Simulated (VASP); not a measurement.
# TaCuN2 (R-3m) in VASP: a series of runs

The runs below take TaCuN2 through single point, with LDA+U.

Everything below comes from runs of VASP 6.6.1. Logs are shortened: lines on timing, memory, paths and dates and some standing lists are left out, and cuts for length are marked.

### 1 The structure

Symmetry: R-3m, No. 166, trigonal system. The conventional cell has a = 3.136 Å, b = 3.136 Å, c = 17.438 Å, α = 90.00°, β = 90.00°, γ = 120.00°. Ta (site symmetry -3m) has 6 N at 1.99 Å as nearest neighbours. Around Cu (site symmetry -3m) lie 2 N at 2.08 Å. Around N (site symmetry 3m) lie 3 Ta at 1.99 Å and 1 Cu at 2.08 Å.

### 2 Single point, LDA+U, collinear spin, typed start

The input, INCAR:

```
PREC = Accurate
ENCUT = 520
EDIFF = 1E-7
ISMEAR = 0
SIGMA = 0.05
LREAL = False
LASPH = True
NELM = 150
ALGO = Normal
ISIF = 2
LWAVE = False
LCHARG = False
ISPIN = 2
MAGMOM = 1 -1 0 0
LORBIT = 11
LMAXMIX = 4
LDAU = True
LDAUTYPE = 2
LDAUL = 2 2 -1
LDAUU = 4 4 0
LDAUJ = 0 0 0
LDAUPRINT = 1
GGA = CA
NBANDS = 28
```

The input, KPOINTS:

```
Automatic mesh
0
Gamma
  7 7 7
```

The input, POSCAR:

```
TaCuN2
1.0
    1.5680006800      0.9052856200      5.8126690500
   -1.5680006800      0.9052856200      5.8126690500
    0.0000000000     -1.8105712300      5.8126690500
Ta Cu N
1 1 2
Direct
    0.5000000000      0.5000000000      0.5000000000
    0.0000000000      0.0000000000      0.0000000000
    0.1190000000      0.1190000000      0.1190000000
    0.8810000000      0.8810000000      0.8810000000
```

Potentials or basis: VASP PAW LDA potentials, release 64 (Ta_pv, Cu, N).

Command:

```
cat potpaw_LDA.64/Ta_pv/POTCAR potpaw_LDA.64/Cu/POTCAR potpaw_LDA.64/N/POTCAR > POTCAR
mpirun -np 1 vasp_std > vasp.out
```

OUTCAR:

```text
PREC = Accurate
   ENCUT = 520
   EDIFF = 1E-7
   ISMEAR = 0
   LREAL = False
   LASPH = True
   NELM = 150
   ISIF = 2
   ISPIN = 2
   LORBIT = 11
   GGA = CA

 ion  position               nearest neighbor table
   1  0.500  0.500  0.500-   3 1.99   3 1.99   4 1.99   4 1.99   3 1.99   4 1.99
   2  0.000  0.000  0.000-   3 2.08   4 2.08
   3  0.119  0.119  0.119-   1 1.99   1 1.99   1 1.99   2 2.08
   4  0.881  0.881  0.881-   1 1.99   1 1.99   1 1.99   2 2.08

  LATTYP: Found a trigonal (rhomboedric) cell.
 ALAT       =     6.0881269428
 COS(alpha) =     0.8673353878

  Lattice vectors:

 A1 = (   1.5680006800,   0.9052856200,   5.8126690500)
 A2 = (  -1.5680006800,   0.9052856200,   5.8126690500)
 A3 = (   0.0000000000,  -1.8105712300,   5.8126690500)

Analysis of symmetry for initial positions (statically):
=====================================================================
 Subroutine PRICEL returns:
 Original cell was already a primitive cell.

 Routine SETGRP: Setting up the symmetry group for a
 trigonal (rhombohedral) supercell.

 Subroutine GETGRP returns: Found 12 space group operations
 (whereof 12 operations were pure point group operations)
 out of a pool of 12 trial point group operations.

The static configuration has the point symmetry D_3d.

Analysis of symmetry for dynamics (positions and initial velocities):
=====================================================================
 Subroutine PRICEL returns:
 Original cell was already a primitive cell.

 Routine SETGRP: Setting up the symmetry group for a
 trigonal (rhombohedral) supercell.

 Subroutine GETGRP returns: Found 12 space group operations
 (whereof 12 operations were pure point group operations)
 out of a pool of 12 trial point group operations.

The dynamic configuration has the point symmetry D_3d.

Analysis of structural, dynamic, and magnetic symmetry:
=====================================================================
 Subroutine PRICEL returns:
 Original cell was already a primitive cell.

 Routine SETGRP: Setting up the symmetry group for a
 trigonal (rhombohedral) supercell.

 Subroutine GETGRP returns: Found 12 space group operations
 (whereof 12 operations were pure point group operations)
 out of a pool of 12 trial point group operations.

The overall configuration has the point symmetry D_3d.

 Subroutine INISYM returns: Found 12 space group operations
 (whereof 12 operations are pure point group operations),
 and found     1 'primitive' translations

----------------------------------------------------------------------------------------

                                     Primitive cell

  volume of cell :      49.5061

  direct lattice vectors                    reciprocal lattice vectors
     1.568000680  0.905285620  5.812669050     0.318877413  0.184103960  0.057346002
    -1.568000680  0.905285620  5.812669050    -0.318877413  0.184103960  0.057346002
     0.000000000 -1.810571230  5.812669050     0.000000000 -0.368207919  0.057346003

  length of vectors
     6.088126943  6.088126943  6.088126942     0.372646798  0.372646798  0.372646798

  position of ions in fractional coordinates (direct lattice)
     0.500000000  0.500000000  0.500000000
     0.000000000  0.000000000  0.000000000
     0.119000000  0.119000000  0.119000000
     0.881000000  0.881000000  0.881000000

  ion indices of the primitive-cell ions
   primitive index   ion index
                 1           1
                 2           2
                 3           3
                 4           4

----------------------------------------------------------------------------------------

 KPOINTS: Automatic mesh

Automatic generation of k-mesh.
 Grid dimensions read from file:
 generate k-points for:    7    7    7

 Generating k-lattice:
[... 76 lines left out ...]
   EFERMI =   0.00;   METHOD = LEGACY
   ISMEAR =     0;   SIGMA  =   0.05  broadening in eV -4-tet -1-fermi 0-gaus
   EFERMI_NEDOS =   21; number of points for ismear=-14 and -15
   IALGO  =     38    algorithm
   IMIX   =      4    mixing-type and parameters
     AMIX     =   0.40;   BMIX     =  1.00
     AMIX_MAG =   1.60;   BMIX_MAG =  1.00
  volume/ion in A,a.u.               =      12.38        83.52
  Fermi-wavevector in a.u.,A,eV,Ry     =   1.415485  2.674879 27.260600  2.003598
  Thomas-Fermi vector in A             =   2.536919
   LORBIT       =     11    0 simple, 1 ext, 2 COOP (PROOUT), +10 PAW based schemes
 LDA+U is selected, type is set to LDAUTYPE =  2
   angular momentum for each species LDAUL =     2    2   -1
   U (eV)           for each species LDAUU =   4.0  4.0  0.0
   J (eV)           for each species LDAUJ =   0.0  0.0  0.0
   GGA     = CA    functional components
   LHFCALC =     F    Hartree Fock is set to
   AEXX    =    0.0000 exact exchange contribution
   IVDW    =     0    specifies the selected vdW correction
   LEPSILON=     F    determine dielectric tensor
   LRPA    =     F    only Hartree local field effects (RPA)
 spin polarized calculation
 Gauss-broadening in eV      SIGMA  =   0.05
  energy-cutoff  :      520.00
  volume of cell :       49.51
 maximum number of plane-waves:      1348
 NGX is ok and might be reduce to    48
   NGX = 23   NGY = 23   NGZ = 23

 number of electron      31.9999998 magnetization      -0.0000000

atom =   1  type =  1  l = 2

 onsite density matrix

spin component  1

  0.2447 -0.0000  0.0000 -0.0988  0.0000
 -0.0000  0.2587 -0.0000 -0.0000 -0.0988
  0.0000 -0.0000  0.1298  0.0000  0.0000
 -0.0988 -0.0000  0.0000  0.2587 -0.0000
  0.0000 -0.0988  0.0000 -0.0000  0.2447

spin component  2

  0.2447 -0.0000  0.0000 -0.0988  0.0000
 -0.0000  0.2587 -0.0000 -0.0000 -0.0988
  0.0000 -0.0000  0.1298  0.0000  0.0000
 -0.0988 -0.0000  0.0000  0.2587 -0.0000
  0.0000 -0.0988  0.0000 -0.0000  0.2447

 occupancies and eigenvectors

  o =  0.1298  v =  0.0000  0.0000 -1.0000 -0.0000  0.0000  0.0000  0.0000  0.0000  0.0000  0.0000      0.0000  0.0000  0.0000  0.0000  0.0000  0.0000  0.0000  0.0000  0.0000  0.0000
  o =  0.1298  v =  0.0000  0.0000  0.0000  0.0000  0.0000 -0.0000 -0.0000  1.0000 -0.0000 -0.0000      0.0000  0.0000  0.0000  0.0000  0.0000  0.0000  0.0000  0.0000  0.0000  0.0000
  o =  0.1526  v = -0.7316  0.0000  0.0000 -0.6817  0.0000  0.0000  0.0000  0.0000  0.0000  0.0000      0.0000  0.0000  0.0000  0.0000  0.0000  0.0000  0.0000  0.0000  0.0000  0.0000
  o =  0.1526  v =  0.0000 -0.6817 -0.0000  0.0000 -0.7316  0.0000  0.0000  0.0000  0.0000  0.0000      0.0000  0.0000  0.0000  0.0000  0.0000  0.0000  0.0000  0.0000  0.0000  0.0000
  o =  0.1527  v =  0.0000  0.0000  0.0000  0.0000  0.0000  0.7316  0.0000  0.0000  0.6817  0.0000      0.0000  0.0000  0.0000  0.0000  0.0000  0.0000  0.0000  0.0000  0.0000  0.0000
  o =  0.1527  v =  0.0000  0.0000  0.0000  0.0000  0.0000  0.0000 -0.6817 -0.0000  0.0000 -0.7316      0.0000  0.0000  0.0000  0.0000  0.0000  0.0000  0.0000  0.0000  0.0000  0.0000
  o =  0.3507  v =  0.6817  0.0000  0.0000 -0.7316  0.0000  0.0000  0.0000  0.0000  0.0000  0.0000      0.0000  0.0000  0.0000  0.0000  0.0000  0.0000  0.0000  0.0000  0.0000  0.0000
  o =  0.3507  v =  0.0000 -0.7316  0.0000  0.0000  0.6817  0.0000  0.0000  0.0000  0.0000  0.0000      0.0000  0.0000  0.0000  0.0000  0.0000  0.0000  0.0000  0.0000  0.0000  0.0000
  o =  0.3507  v =  0.0000  0.0000  0.0000  0.0000  0.0000 -0.6817  0.0000 -0.0000  0.7316 -0.0000      0.0000  0.0000  0.0000  0.0000  0.0000  0.0000  0.0000  0.0000  0.0000  0.0000
  o =  0.3507  v =  0.0000  0.0000  0.0000  0.0000  0.0000  0.0000  0.7316 -0.0000 -0.0000 -0.6817      0.0000  0.0000  0.0000  0.0000  0.0000  0.0000  0.0000  0.0000  0.0000  0.0000

atom =   2  type =  2  l = 2

 onsite density matrix

spin component  1

  0.9474 -0.0000  0.0000  0.0009  0.0000
 -0.0000  0.9577  0.0000  0.0000  0.0009
  0.0000  0.0000  0.8785 -0.0000  0.0000
  0.0009  0.0000 -0.0000  0.9577  0.0000
  0.0000  0.0009  0.0000  0.0000  0.9474

spin component  2

  0.9473 -0.0000 -0.0000  0.0009  0.0000
 -0.0000  0.9576  0.0000  0.0000  0.0009
 -0.0000  0.0000  0.8784 -0.0000  0.0000
  0.0009  0.0000 -0.0000  0.9576  0.0000
  0.0000  0.0009  0.0000  0.0000  0.9473

 occupancies and eigenvectors

  o =  0.8784  v =  0.0000  0.0000  0.0000  0.0000  0.0000  0.0000 -0.0000  1.0000  0.0000 -0.0000      0.0000  0.0000  0.0000  0.0000  0.0000  0.0000  0.0000  0.0000  0.0000  0.0000
  o =  0.8785  v =  0.0000  0.0000 -1.0000 -0.0000  0.0000  0.0000  0.0000  0.0000  0.0000  0.0000      0.0000  0.0000  0.0000  0.0000  0.0000  0.0000  0.0000  0.0000  0.0000  0.0000
  o =  0.9472  v =  0.0000  0.0000  0.0000  0.0000  0.0000  0.9964  0.0000 -0.0000 -0.0843 -0.0000      0.0000  0.0000  0.0000  0.0000  0.0000  0.0000  0.0000  0.0000  0.0000  0.0000
  o =  0.9472  v =  0.0000  0.0000  0.0000  0.0000  0.0000 -0.0000  0.0843 -0.0000  0.0000 -0.9964      0.0000  0.0000  0.0000  0.0000  0.0000  0.0000  0.0000  0.0000  0.0000  0.0000
  o =  0.9474  v =  0.9962  0.0000 -0.0000 -0.0865 -0.0000  0.0000  0.0000  0.0000  0.0000  0.0000      0.0000  0.0000  0.0000  0.0000  0.0000  0.0000  0.0000  0.0000  0.0000  0.0000
  o =  0.9474  v = -0.0000  0.0865 -0.0000  0.0000 -0.9962  0.0000  0.0000  0.0000  0.0000  0.0000      0.0000  0.0000  0.0000  0.0000  0.0000  0.0000  0.0000  0.0000  0.0000  0.0000
  o =  0.9577  v =  0.0000  0.0000  0.0000  0.0000  0.0000 -0.0843  0.0000  0.0000 -0.9964  0.0000      0.0000  0.0000  0.0000  0.0000  0.0000  0.0000  0.0000  0.0000  0.0000  0.0000
  o =  0.9577  v =  0.0000  0.0000  0.0000  0.0000  0.0000 -0.0000 -0.9964 -0.0000 -0.0000 -0.0843      0.0000  0.0000  0.0000  0.0000  0.0000  0.0000  0.0000  0.0000  0.0000  0.0000
  o =  0.9578  v = -0.0865  0.0000  0.0000 -0.9962  0.0000  0.0000  0.0000  0.0000  0.0000  0.0000      0.0000  0.0000  0.0000  0.0000  0.0000  0.0000  0.0000  0.0000  0.0000  0.0000
  o =  0.9578  v =  0.0000  0.9962  0.0000  0.0000  0.0865  0.0000  0.0000  0.0000  0.0000  0.0000      0.0000  0.0000  0.0000  0.0000  0.0000  0.0000  0.0000  0.0000  0.0000  0.0000

 number of electron      31.9999998 magnetization       0.0000000

 Free energy of the ion-electron system (eV)
  ---------------------------------------------------
  ext. energy  EPLUGINS =         0.00000000
  ---------------------------------------------------
  free energy    TOTEN  =       -31.96949275 eV

  energy without entropy =      -31.96949275  energy(sigma->0) =      -31.96949275

 E-fermi :   4.9527     XC(G=0): -11.8032

 val. band max:        4.7232747870   @ k =   0.4286   0.4286   0.4286
 cond. band min:       6.0073666071   @ k =  -0.4286  -0.4286   0.2857
 fundamental gap:      1.2840918202
 Fermi energy:         4.9526614867

 spin component 1

 k-point     1 :       0.0000    0.0000    0.0000
  band No.  band energies     occupation
      1     -30.6005      1.00000
      2     -30.2782      1.00000
      3     -30.2782      1.00000
      4     -11.7945      1.00000
      5      -7.5649      1.00000
      6      -2.1250      1.00000
[... 1481 lines left out ...]
     27      17.6157      0.00000
     28      19.3034      0.00000

 [... further k-points ...]
[... 5 lines left out ...]
  --------------------------------------------------------------------------------------
  -------------------------------------------------------------------------------------
  Total        9.3133814      9.3133814      0.5096047      0.0000000      0.0000000     -0.0000000
  in kB      301.4111094    301.4111107     16.4924533      0.0000000      0.0000000     -0.0000000
  external PRESSURE =     206.4382244 kB  Pullay stress =       0.0000000 kB

 VOLUME and BASIS-vectors are now :
 -----------------------------------------------------------------------------
  energy-cutoff  :      520.00
  volume of cell :       49.51
      direct lattice vectors                 reciprocal lattice vectors
     1.568000680  0.905285620  5.812669050     0.318877413  0.184103960  0.057346002
    -1.568000680  0.905285620  5.812669050    -0.318877413  0.184103960  0.057346002
     0.000000000 -1.810571230  5.812669050     0.000000000 -0.368207919  0.057346003

 POSITION                                       TOTAL-FORCE (eV/Angst)
 -----------------------------------------------------------------------------------
      0.00000      0.00000      8.71900         0.000000      0.000000      0.000000
      0.00000      0.00000      0.00000        -0.000000      0.000000      0.000000
      0.00000      0.00000      2.07512        -0.000000     -0.000000     -6.833183
      0.00000      0.00000     15.36288        -0.000000      0.000000      6.833183
 -----------------------------------------------------------------------------------
    total drift:                               -0.000000     -0.000000      0.000000

  FREE ENERGIE OF THE ION-ELECTRON SYSTEM (eV)
  ---------------------------------------------------
  free  energy   TOTEN  =       -31.9694927544 eV

  energy  without entropy=      -31.9694927544  energy(sigma->0) =      -31.96949275

 total charge

# of ion       s       p       d       tot
------------------------------------------
    1        0.396   6.435   2.218   9.049
    2        0.347   0.210   9.356   9.913
    3        1.256   2.582   0.000   3.838
    4        1.256   2.582   0.000   3.838
--------------------------------------------------
tot          3.256  11.808  11.574  26.638

 magnetization (x)

# of ion       s       p       d       tot
------------------------------------------
    1        0.000   0.000  -0.000  -0.000
    2        0.000   0.000  -0.000  -0.000
    3       -0.000  -0.000   0.000  -0.000
    4       -0.000  -0.000   0.000  -0.000
--------------------------------------------------
tot          0.000  -0.000  -0.000  -0.000
```

It took 13 min on 1 thread of AMD EPYC 7R43 (Zen 3), shared host; peak memory 0.29 GiB.

Results:

```
Free energy                                           : -31.9695 eV
Pressure                                              : 20.6 GPa
Largest force                                         : 6.833 eV/Å
Band gap on the k mesh                                : 1.28 eV, indirect (least direct gap 1.94 eV)
Net moment                                            : 0.00 μB per cell
Valence electrons inside the program's atomic spheres : Ta 9.05; Cu 9.91; N 3.84
```

Forces in eV/Å, atoms in the order of the input:
```
Ta   0.000  0.000  0.000
Cu   0.000  0.000  0.000
N    0.000  0.000 -6.833
N    0.000  0.000  6.833
```

Eigenvalues of the final occupation matrices:
```
    site  spin  trace               eigenvalues
site 1 d     1   1.14  0.13 0.15 0.15 0.35 0.35
site 1 d     2   1.14  0.13 0.15 0.15 0.35 0.35
site 2 d     1   4.69  0.88 0.95 0.95 0.96 0.96
site 2 d     2   4.69  0.88 0.95 0.95 0.96 0.96
```

Caveat: spin-orbit coupling is left out, which moves the levels of the heavy elements; an odd mesh through Γ misses points on the zone boundary, where band edges often lie; forces of over 1 eV/Å show positions far from the minimum, so gaps and moduli don't describe the material at rest. The state reached can hang on the start; a lower one may exist.

### 3 Single point, LDA+U, collinear spin, zero start

The input, INCAR:

```
PREC = Accurate
ENCUT = 520
EDIFF = 1E-7
ISMEAR = 0
SIGMA = 0.05
LREAL = F
LASPH = T
NELM = 150
ALGO = Normal
ISIF = 2
LWAVE = F
LCHARG = F
ISPIN = 2
MAGMOM = 0 0 0 0
LORBIT = 11
LMAXMIX = 4
LDAU = T
LDAUTYPE = 2
LDAUL = 2 2 -1
LDAUU = 4 4 0
LDAUJ = 0 0 0
LDAUPRINT = 1
GGA = CA
NBANDS = 28
```

The input, KPOINTS:

```
regular mesh
0
Gamma
  7 7 7
```

POSCAR is that of step 2.

Potentials or basis: VASP PAW LDA potentials, release 64 (Ta_pv, Cu, N).

Command:

```
cat potpaw_LDA.64/Ta_pv/POTCAR potpaw_LDA.64/Cu/POTCAR potpaw_LDA.64/N/POTCAR > POTCAR
mpirun -np 1 vasp_std > vasp.out
```

OUTCAR:

```text
PREC = Accurate
   ENCUT = 520
   EDIFF = 1E-7
   ISMEAR = 0
   LREAL = F
   LASPH = T
   NELM = 150
   ISIF = 2
   ISPIN = 2
   LORBIT = 11
   GGA = CA

 ion  position               nearest neighbor table
   1  0.500  0.500  0.500-   3 1.99   3 1.99   4 1.99   4 1.99   3 1.99   4 1.99
   2  0.000  0.000  0.000-   3 2.08   4 2.08
   3  0.119  0.119  0.119-   1 1.99   1 1.99   1 1.99   2 2.08
   4  0.881  0.881  0.881-   1 1.99   1 1.99   1 1.99   2 2.08

  LATTYP: Found a trigonal (rhomboedric) cell.
 ALAT       =     6.0881269428
 COS(alpha) =     0.8673353878
[... 1789 lines left out ...]
  volume of cell :       49.51
      direct lattice vectors                 reciprocal lattice vectors
     1.568000680  0.905285620  5.812669050     0.318877413  0.184103960  0.057346002
    -1.568000680  0.905285620  5.812669050    -0.318877413  0.184103960  0.057346002
     0.000000000 -1.810571230  5.812669050     0.000000000 -0.368207919  0.057346003

 POSITION                                       TOTAL-FORCE (eV/Angst)
 -----------------------------------------------------------------------------------
      0.00000      0.00000      8.71900         0.000000     -0.000000      0.000000
      0.00000      0.00000      0.00000        -0.000000     -0.000000     -0.000000
      0.00000      0.00000      2.07512        -0.000000     -0.000000     -6.833526
      0.00000      0.00000     15.36288        -0.000000      0.000000      6.833526
 -----------------------------------------------------------------------------------
    total drift:                               -0.000000     -0.000000      0.000000

  FREE ENERGIE OF THE ION-ELECTRON SYSTEM (eV)
  ---------------------------------------------------
  free  energy   TOTEN  =       -31.9694926633 eV

  energy  without entropy=      -31.9694926633  energy(sigma->0) =      -31.96949266

 total charge

# of ion       s       p       d       tot
------------------------------------------
    1        0.396   6.435   2.218   9.049
    2        0.347   0.210   9.356   9.913
    3        1.256   2.582   0.000   3.838
    4        1.256   2.582   0.000   3.838
--------------------------------------------------
tot          3.256  11.808  11.574  26.638

 magnetization (x)

# of ion       s       p       d       tot
------------------------------------------
    1        0.000   0.000  -0.000  -0.000
    2        0.000   0.000  -0.000  -0.000
    3       -0.000   0.000   0.000   0.000
    4       -0.000   0.000   0.000   0.000
--------------------------------------------------
tot         -0.000   0.000  -0.000  -0.000
```

stdout:

```text
POSCAR found type information on POSCAR TaCuN
 POSCAR found :  3 types and       4 ions
 scaLAPACK will be used
 LDA part: xc-table for (Slater(with rela. corr.)+CA(PZ))
 , standard interpolation
 POSCAR, INCAR and KPOINTS ok, starting setup
 FFT: planning ... GRIDC
 FFT: planning ... GRID_SOFT
 FFT: planning ... GRID
 WAVECAR not read
 entering main loop
```

It took 13 min on 1 thread of AMD EPYC 7R43 (Zen 3), shared host; peak memory 0.3 GiB.

Results:

```
Free energy                                           : -31.9695 eV
Pressure                                              : 20.7 GPa
Largest force                                         : 6.834 eV/Å
Band gap on the k mesh                                : 1.28 eV, indirect (least direct gap 1.94 eV)
Net moment                                            : 0.00 μB per cell
Valence electrons inside the program's atomic spheres : Ta 9.05; Cu 9.91; N 3.84
```

Forces on the atoms (eV/Å):
```
Ta   0.000  0.000  0.000
Cu   0.000  0.000  0.000
N    0.000  0.000 -6.834
N    0.000  0.000  6.834
```

Eigenvalues of the final occupation matrices:
```
    site  spin  trace               eigenvalues
site 1 d     1   1.14  0.13 0.15 0.15 0.35 0.35
site 1 d     2   1.14  0.13 0.15 0.15 0.35 0.35
site 2 d     1   4.69  0.88 0.95 0.95 0.96 0.96
site 2 d     2   4.69  0.88 0.95 0.95 0.96 0.96
```

Caveat: spin-orbit coupling is left out, which moves the levels of the heavy elements; an odd mesh through Γ misses points on the zone boundary, where band edges often lie; forces of over 1 eV/Å show positions far from the minimum, so gaps and moduli don't describe the material at rest. The state reached can hang on the start; a lower one may exist.

(Continued in part 2 of 2.)
